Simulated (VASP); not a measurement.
```xyz
6
Lattice="0.0000 4.2130 4.3288 2.4758 0.0000 4.3288 2.4758 4.2130 0.0000" Properties=species:S:1:pos:R:3 pbc="T T T"
Ti     3.7136     6.3195     6.4933
Ti     2.4758     4.2130     4.3288
Ge     1.2379     0.6842     2.1644
Ge     1.2379     3.5288     2.1644
Ge     2.4758     1.4223     4.3288
Ge     2.4758     7.0036     4.3288
```

Level of theory: LDA (Ceperley-Alder, Perdew-Zunger), VASP's LDA PAW potentials (set 64) (plane waves; VASP). Run with 400 eV cut-off, Gaussian smearing of 0.050 eV, potentials Ti_sv Ge_d.

Problem. What does the run give for the band gap (along the path) with the smallest direct gap where there is one?

Solution. 
The band gap (along the path) is none (metal, semimetal or under 0.01 eV).

The structure comes from a computed database's TiGe2 entry (Fddd); how it stands against other phases isn't given here. It was relaxed first.
